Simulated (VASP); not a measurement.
# ScRu in VASP: further runs

Runs on ScRu. Level: PBE. Tasks: single point.

Everything below comes from runs of VASP 6.6.1. Logs are shortened: lines on timing, memory, paths and dates and some standing lists are left out, and cuts for length are marked.

### 1 The structure

The cell holds a amorphous, 4 atoms: a = 4.084 Å, b = 4.792 Å, c = 3.801 Å, α = 78.25°, β = 83.41°, γ = 85.41°.

The cell was built by a generator and needn't be a form met in nature.

### 2 Single point, PBE

INCAR reads:

```
PREC     = Accurate       # precision mode
ENCUT    = 520            # plane-wave cutoff, eV
EDIFF    = 1E-7           # SCF threshold, eV
ISMEAR   = 0              # smearing method
SIGMA    = 0.1            # smearing width, eV
LREAL    = False          # projectors in reciprocal space
LASPH    = True           # aspherical terms in the spheres
NELM     = 100            # most SCF steps
ALGO     = Normal         # electronic algorithm
ISIF     = 2              # what is computed and relaxed
LWAVE    = False          # write WAVECAR
LCHARG   = False          # write CHGCAR
GGA      = PE             # functional
NBANDS   = 33             # bands
```

KPOINTS reads:

```
regular mesh
0
Gamma
  4 3 4
```

POSCAR reads:

```
ScRu
1.0
    4.0689160000      0.1770240000     -0.3013380000
    0.1544290000      4.7791790000     -0.3077390000
    0.6621370000      0.9870330000      3.6103560000
Sc Ru
2 2
Direct
    0.4530770590      0.7709268908      0.5452693876
    0.3131637933      0.2071450849      0.9275627590
    0.7709561008      0.2710473913      0.3635392805
    0.9120387281      0.8143931292      0.9773915518
```

Potentials or basis: VASP PAW PBE potentials, release 64 (Sc_sv, Ru_pv).

On the command line:

```
$ cat potpaw_PBE.64/Sc_sv/POTCAR potpaw_PBE.64/Ru_pv/POTCAR > POTCAR
$ mpirun -np 1 vasp_std > vasp.out
```

OUTCAR:

```text
PREC = Accurate
   ENCUT = 520
   EDIFF = 1E-7
   ISMEAR = 0
   LREAL = False
   LASPH = True
   NELM = 100
   ISIF = 2
   GGA = PE

 ion  position               nearest neighbor table
   1  0.453  0.771  0.545-   4 2.62   4 2.68   4 2.68   3 2.74   2 2.77   3 2.81   2 2.86   2 2.89
                             4 3.23
   2  0.313  0.207  0.928-   4 2.56   3 2.65   3 2.66   3 2.71   1 2.77   1 2.86   1 2.89   4 2.96
                             3 3.21   4 3.25
   3  0.771  0.271  0.364-   2 2.65   2 2.66   2 2.71   1 2.74   4 2.78   1 2.81   4 2.86   4 2.93
                             2 3.21
   4  0.912  0.814  0.977-   2 2.56   1 2.62   1 2.68   1 2.68   3 2.78   3 2.86   3 2.93   2 2.96
                             1 3.23   2 3.25

  LATTYP: Found a triclinic cell.
 ALAT       =     4.0838975871
 B/A-ratio  =     1.2855624757
 C/A-ratio  =     2.0221338876
 COS(alpha) =     0.0020665430
 COS(beta)  =     0.5938016263
 COS(gamma) =     0.6948054117

  Lattice vectors:

 A1 = (   4.0689160000,   0.1770240000,  -0.3013380000)
 A2 = (   3.4067790000,  -0.8100090000,  -3.9116940000)
 A3 = (   4.8854820000,   5.9432360000,   3.0012790000)

Analysis of symmetry for initial positions (statically):
=====================================================================
 Subroutine PRICEL returns:
 Original cell was already a primitive cell.

 Routine SETGRP: Setting up the symmetry group for a
 triclinic supercell.

 Subroutine GETGRP returns: Found  1 space group operations
 (whereof  1 operations were pure point group operations)
 out of a pool of  2 trial point group operations.

The static configuration has the point symmetry C_1 .

Analysis of symmetry for dynamics (positions and initial velocities):
=====================================================================
 Subroutine PRICEL returns:
 Original cell was already a primitive cell.

 Routine SETGRP: Setting up the symmetry group for a
 triclinic supercell.

 Subroutine GETGRP returns: Found  1 space group operations
 (whereof  1 operations were pure point group operations)
 out of a pool of  2 trial point group operations.

The dynamic configuration has the point symmetry C_1 .

 Subroutine INISYM returns: Found  1 space group operations
 (whereof  1 operations are pure point group operations),
 and found     1 'primitive' translations

----------------------------------------------------------------------------------------

                                     Primitive cell

  volume of cell :      72.2161

  direct lattice vectors                    reciprocal lattice vectors
     4.068916000  0.177024000 -0.301338000     0.243135460 -0.010542101 -0.041708791
     0.154429000  4.779179000 -0.307739000    -0.012968724  0.206183518 -0.053989929
     0.662137000  0.987033000  3.610356000     0.019187850  0.016694745  0.268897790

  length of vectors
     4.083897587  4.791565874  3.800964351     0.246912152  0.213529257  0.270097963

  position of ions in fractional coordinates (direct lattice)
     0.453077059  0.770926891  0.545269388
     0.313163793  0.207145085  0.927562759
     0.770956101  0.271047391  0.363539280
     0.912038728  0.814393129  0.977391552

  ion indices of the primitive-cell ions
   primitive index   ion index
                 1           1
                 2           2
                 3           3
                 4           4

----------------------------------------------------------------------------------------

 KPOINTS: regular mesh

Automatic generation of k-mesh.
 Grid dimensions read from file:
 generate k-points for:    4    3    4

 Generating k-lattice:

  Cartesian coordinates                     Fractional coordinates (reciprocal lattice)
     0.060783865 -0.002635525 -0.010427198     0.250000000 -0.000000000  0.000000000
    -0.004322908  0.068727839 -0.017996643     0.000000000  0.333333333  0.000000000
     0.004796963  0.004173686  0.067224448     0.000000000  0.000000000  0.250000000

  Length of vectors
     0.061728038  0.071176419  0.067524491

  Shift w.r.t. Gamma in fractional coordinates (k-lattice)
     0.000000000  0.000000000  0.000000000

 Subroutine IBZKPT returns following result:
 ===========================================

 Found     26 irreducible k-points:

 Following reciprocal coordinates:
            Coordinates               Weight
  0.000000  0.000000  0.000000      1.000000
  0.250000  0.000000  0.000000      2.000000
  0.500000  0.000000  0.000000      1.000000
 -0.000000  0.333333  0.000000      2.000000
  0.250000  0.333333  0.000000      2.000000
  0.500000  0.333333  0.000000      2.000000
[... 16 lines left out ...]
 -0.000000  0.333333  0.500000      2.000000
  0.250000  0.333333  0.500000      2.000000
 [... further k-points ...]
   k-points           NKPTS =     26   k-points in BZ     NKDIM =     26   number of bands    NBANDS=     33
   number of dos      NEDOS =    301   number of ions     NIONS =      4
   total plane-waves  NPLWV =  30240
   dimension x,y,z NGX =    30 NGY =   36 NGZ =   28
   dimension x,y,z NGXF=    60 NGYF=   72 NGZF=   56
   ions per type =               2   2
   NGX,Y,Z   is equivalent  to a cutoff of  12.21, 12.49, 12.25 a.u.
   NGXF,Y,Z  is equivalent  to a cutoff of  24.42, 24.98, 24.49 a.u.
 SYSTEM =  unknown system
   PREC   = accura    normal or accurate (medium, high low for compatibility)
   ISTART =      0    job   : 0-new  1-cont  2-samecut
   ICHARG =      2    charge: 1-file 2-atom 10-const
   ISPIN  =      1    spin polarized calculation?
   LNONCOLLINEAR =      F non collinear calculations
   LSORBIT =      F    spin-orbit coupling
   LASPH  =      T    aspherical Exc in radial PAW
   ENCUT  =  520.0 eV  38.22 Ry    6.18 a.u.   7.59  8.91  7.07*2*pi/ulx,y,z
   NELM   =    100;   NELMIN=  2; NELMDL= -5     # of ELM steps
   EDIFF  = 0.1E-06   stopping-criterion for ELM
   LREAL  =      F    real-space projection
   EDIFFG = 0.1E-05   stopping-criterion for IOM
   NSW    =      0    number of steps for IOM
   IBRION =     -1    ionic relax: 0-MD 1-quasi-New 2-CG
   NFREE  =      0    steps in history (QN), initial steepest desc. (CG)
   ISIF   =      2    stress and relaxation
   ISYM   =      2    0-nonsym 1-usesym 2-fastsym
   POTIM  = 0.5000    time-step for ionic-motion
   TEBEG  =    0.0;   TEEND  =   0.0 temperature during run
   PSTRESS=    0.0 pullay stress
   NELECT =      50.0000    total number of electrons
   NUPDOWN=      -1.0000    fix difference up-down
   EMIN   =  10.00;   EMAX   =-10.00  energy-range for DOS
   EFERMI =   0.00;   METHOD = LEGACY
   ISMEAR =     0;   SIGMA  =   0.10  broadening in eV -4-tet -1-fermi 0-gaus
   EFERMI_NEDOS =   21; number of points for ismear=-14 and -15
   IALGO  =     38    algorithm
   IMIX   =      4    mixing-type and parameters
     AMIX     =   0.40;   BMIX     =  1.00
     AMIX_MAG =   1.60;   BMIX_MAG =  1.00
  volume/ion in A,a.u.               =      18.05       121.83
  Fermi-wavevector in a.u.,A,eV,Ry     =   1.448283  2.736859 28.538558  2.097525
  Thomas-Fermi vector in A             =   2.566142
   LORBIT       =      0    0 simple, 1 ext, 2 COOP (PROOUT), +10 PAW based schemes
   GGA     = PE    functional components
   LHFCALC =     F    Hartree Fock is set to
   AEXX    =    0.0000 exact exchange contribution
   IVDW    =     0    specifies the selected vdW correction
   LEPSILON=     F    determine dielectric tensor
   LRPA    =     F    only Hartree local field effects (RPA)
 non-spin polarized calculation
 Gauss-broadening in eV      SIGMA  =   0.10
  energy-cutoff  :      520.00
  volume of cell :       72.22
 maximum number of plane-waves:      1965
   NGX = 15   NGY = 17   NGZ = 15

 number of electron      50.0000006 magnetization

 Free energy of the ion-electron system (eV)
  ---------------------------------------------------
  ext. energy  EPLUGINS =         0.00000000
  ---------------------------------------------------
  free energy    TOTEN  =       -30.57717762 eV

  energy without entropy =      -30.56109288  energy(sigma->0) =      -30.56913525

 E-fermi :   6.8817     XC(G=0): -11.6718

 val. band max:        6.8643605304   @ k =   0.5000   0.0000   0.2500
 cond. band min:       6.9172949295   @ k =   0.0000   0.0000   0.0000
 fundamental gap:      0.0529343991
 Fermi energy:         6.8816858188

 k-point     1 :       0.0000    0.0000    0.0000
  band No.  band energies     occupation
      1     -42.0207      2.00000
      2     -41.8211      2.00000
      3     -35.1280      2.00000
      4     -34.9955      2.00000
      5     -34.9343      2.00000
      6     -34.8908      2.00000
[... 25 lines left out ...]
     32      10.3543      0.00000
     33      10.8884      0.00000

 k-point     2 :       0.2500    0.0000    0.0000
  band No.  band energies     occupation
      1     -42.0239      2.00000
      2     -41.8212      2.00000
      3     -35.1280      2.00000
      4     -34.9942      2.00000
      5     -34.9267      2.00000
      6     -34.8912      2.00000
[... 25 lines left out ...]
     32      10.3310      0.00000
     33      10.6986      0.00000

 k-point     3 :       0.5000    0.0000    0.0000
  band No.  band energies     occupation
      1     -42.0271      2.00000
      2     -41.8213      2.00000
      3     -35.1280      2.00000
      4     -34.9929      2.00000
      5     -34.9192      2.00000
      6     -34.8916      2.00000
[... 25 lines left out ...]
     32       9.9716      0.00000
     33      10.2675      0.00000

 k-point     4 :      -0.0000    0.3333    0.0000
  band No.  band energies     occupation
      1     -41.9999      2.00000
      2     -41.8434      2.00000
      3     -35.0739      2.00000
      4     -35.0088      2.00000
      5     -34.9313      2.00000
      6     -34.8986      2.00000
[... 673 lines left out ...]
     32      10.1358      0.00000
     33      10.8834      0.00000

 k-point    23 :      -0.0000    0.3333    0.5000
  band No.  band energies     occupation
      1     -41.9876      2.00000
      2     -41.8568      2.00000
      3     -35.1117      2.00000
      4     -35.0126      2.00000
      5     -34.9236      2.00000
      6     -34.8878      2.00000
[... 25 lines left out ...]
     32       9.8082      0.00000
     33      10.3430      0.00000

 k-point    24 :       0.2500    0.3333    0.5000
  band No.  band energies     occupation
      1     -41.9857      2.00000
      2     -41.8551      2.00000
      3     -35.1145      2.00000
      4     -35.0201      2.00000
      5     -34.9262      2.00000
      6     -34.8898      2.00000
[... 25 lines left out ...]
     32       9.9777      0.00000
     33      10.3507      0.00000

 [... further k-points ...]

------------------------ aborting loop because EDIFF is reached ----------------------------------------

  FORCE on cell =-STRESS in cart. coord.  units (eV):
  Direction    XX          YY          ZZ          XY          YZ          ZX
  --------------------------------------------------------------------------------------
  -------------------------------------------------------------------------------------
  Total       -1.8796167      2.9626534      0.4133026      0.3703910     -0.9186190     -1.4924827
  in kB      -41.7009593     65.7290878      9.1694842      8.2174523    -20.3803753    -33.1120506
  external PRESSURE =      11.0658709 kB  Pullay stress =       0.0000000 kB

 VOLUME and BASIS-vectors are now :
 -----------------------------------------------------------------------------
  energy-cutoff  :      520.00
  volume of cell :       72.22
      direct lattice vectors                 reciprocal lattice vectors
     4.068916000  0.177024000 -0.301338000     0.243135460 -0.010542101 -0.041708791
     0.154429000  4.779179000 -0.307739000    -0.012968724  0.206183518 -0.053989929
     0.662137000  0.987033000  3.610356000     0.019187850  0.016694745  0.268897790

 POSITION                                       TOTAL-FORCE (eV/Angst)
 -----------------------------------------------------------------------------------
      2.32363      4.30280      1.59484        -0.125123     -0.987878     -0.769639
      1.92040      1.96096      3.19072        -0.615008      1.437629     -0.082234
      3.41953      1.79069      0.99678         1.182199      0.160610      0.251788
      4.48394      5.01830      3.00328        -0.442068     -0.610361      0.600085
 -----------------------------------------------------------------------------------
    total drift:                                0.000099     -0.000273      0.000062

  FREE ENERGIE OF THE ION-ELECTRON SYSTEM (eV)
  ---------------------------------------------------
  free  energy   TOTEN  =       -30.5771776240 eV

  energy  without entropy=      -30.5610928825  energy(sigma->0) =      -30.56913525
```

Wall time 2.5 min (1 thread of AMD EPYC 7R43 (Zen 3), shared host); peak memory 0.17 GiB.

Results:

```yaml
Free_energy: -30.5772 eV
Pressure: 1.1 GPa
Largest_force: 1.566 eV/Å
Band_gap_on_the_k_mesh: none (metal or under the smearing width)
```

Forces on the atoms (eV/Å):
```
Sc  -0.125 -0.988 -0.770
Sc  -0.615  1.438 -0.082
Ru   1.182  0.161  0.252
Ru  -0.442 -0.610  0.600
```

Stress tensor (GPa, compression positive):
```
-4.17  0.82 -3.31
 0.82  6.57 -2.04
-3.31 -2.04  0.92
```

Caveat: the k mesh is coarse (spacing up to 0.45 Å⁻¹), so the values aren't converged.

### 3 Single point, PBE

INCAR reads:

```
SYSTEM = ScRu
PREC = Accurate
ENCUT = 520
EDIFF = 1E-6
ISMEAR = 0
SIGMA = 0.1
LREAL = .FALSE.
LASPH = .TRUE.
NELM = 100
ALGO = Normal
ISIF = 2
LWAVE = .FALSE.
LCHARG = .FALSE.
GGA = PE
NBANDS = 33
```

KPOINTS reads:

```
Automatic mesh
0
G
  4 3 4
  0 0 0
```

POSCAR reads:

```
ScRu
1.0
    4.0689160000      0.1770240000     -0.3013380000
    0.1544290000      4.7791790000     -0.3077390000
    0.6621370000      0.9870330000      3.6103560000
Sc Ru
2 2
Direct
    0.4510447947      0.7630355596      0.5369746741
    0.3004692799      0.2030467799      0.9308744691
    0.7752063154      0.2667677985      0.3686652996
    0.9179440402      0.8164253045      0.9711450416
```

Potentials or basis: VASP PAW PBE potentials, release 64 (Sc_sv, Ru_pv).

On the command line:

```
$ cat potpaw_PBE.64/Sc_sv/POTCAR potpaw_PBE.64/Ru_pv/POTCAR > POTCAR
$ mpirun -np 1 vasp_std > vasp.out
```

Run time: 86 s. Hardware: 1 thread of AMD EPYC 7R43 (Zen 3), shared host; peak memory 0.16 GiB.

Results (log left out):

* Free energy: -30.6248 eV
* Pressure: 0.9 GPa
* Largest force: 1.537 eV/Å
* Band gap on the k mesh: none (metal or under the smearing width)

Forces on the atoms (eV/Å):
```
Sc   0.024 -0.800 -0.673
Sc  -0.268  1.490 -0.263
Ru   0.891  0.131  0.292
Ru  -0.647 -0.821  0.645
```

Stress tensor (GPa, compression positive):
```
-3.92  0.83 -3.62
 0.83  5.81 -2.67
-3.62 -2.67  0.66
```

Levels at points of the mesh, in eV from the Fermi level:
```csv
k point,band 21,band 22,band 23,band 24,band 25,band 26,band 27,band 28,band 29,band 30
"(0.00, 0.00, 0.00)",-2.31,-1.55,-0.74,-0.13,0.08,1.16,1.49,2.06,2.75,2.81
"(0.50, 0.00, 0.00)",-1.22,-1.07,-0.79,-0.50,-0.18,0.05,0.23,0.36,1.46,1.99
"(0.00, 0.00, 0.50)",-1.64,-1.12,-0.85,-0.56,-0.20,0.42,0.82,1.22,1.48,2.03
"(0.50, 0.00, 0.50)",-1.50,-1.25,-0.84,-0.61,-0.27,0.12,0.55,0.80,1.96,2.16
```

Caveat: the k mesh is coarse (spacing up to 0.45 Å⁻¹), so the values aren't converged.

### 4 Single point, PBE

INCAR reads:

```
PREC = Accurate
ENCUT = 520
EDIFF = 1E-6
ISMEAR = 0
SIGMA = 0.1
LREAL = False
LASPH = True
NELM = 100
ALGO = Fast
ISIF = 2
LWAVE = False
LCHARG = False
GGA = PE
NBANDS = 33
```

KPOINTS reads:

```
Automatic mesh
0
Gamma
  4 3 4
```

POSCAR reads:

```
ScRu
1.0
    4.0689160000      0.1770240000     -0.3013380000
    0.1544290000      4.7791790000     -0.3077390000
    0.6621370000      0.9870330000      3.6103560000
Sc Ru
2 2
Direct
    0.4520474896      0.7551485663      0.5258441968
    0.2871404613      0.2006536953      0.9320258999
    0.7755264447      0.2615957415      0.3751762429
    0.9232456122      0.8122681080      0.9664516634
```

On the command line:

```
$ cat potpaw_PBE.64/Sc_sv/POTCAR potpaw_PBE.64/Ru_pv/POTCAR > POTCAR
$ mpirun -np 1 vasp_std > vasp.out
```

It took 1.8 min on 1 thread of AMD EPYC 7R43 (Zen 3), shared host; peak memory 0.16 GiB.

Results (log left out):

```
Free energy            : -30.6720 eV
Pressure               : 0.7 GPa
Largest force          : 1.476 eV/Å
Band gap on the k mesh : none (metal or under the smearing width)
```

Forces on the atoms (eV/Å):
```
Sc   0.066 -0.566 -0.527
Sc   0.012  1.423 -0.392
Ru   0.710  0.013  0.289
Ru  -0.788 -0.870  0.630
```

Stress tensor (GPa, compression positive):
```
-3.62  0.79 -3.88
 0.79  5.10 -3.29
-3.88 -3.29  0.55
```

Levels at points of the mesh, in eV from the Fermi level:
| k point | band 22 | band 23 | band 24 | band 25 | band 26 | band 27 | band 28 | band 29 |
| --- | --- | --- | --- | --- | --- | --- | --- | --- |
| (0.00, 0.00, 0.00) | -1.57 | -0.73 | -0.15 | 0.10 | 1.16 | 1.58 | 2.18 | 2.70 |
| (0.50, 0.00, 0.00) | -1.04 | -0.81 | -0.44 | -0.14 | 0.00 | 0.24 | 0.36 | 1.51 |
| (0.00, 0.00, 0.50) | -1.10 | -0.80 | -0.54 | -0.13 | 0.45 | 0.78 | 1.15 | 1.47 |
| (0.50, 0.00, 0.50) | -1.26 | -0.87 | -0.64 | -0.30 | 0.11 | 0.61 | 0.82 | 1.90 |

Caveat: the k mesh is coarse (spacing up to 0.45 Å⁻¹), so the values aren't converged.
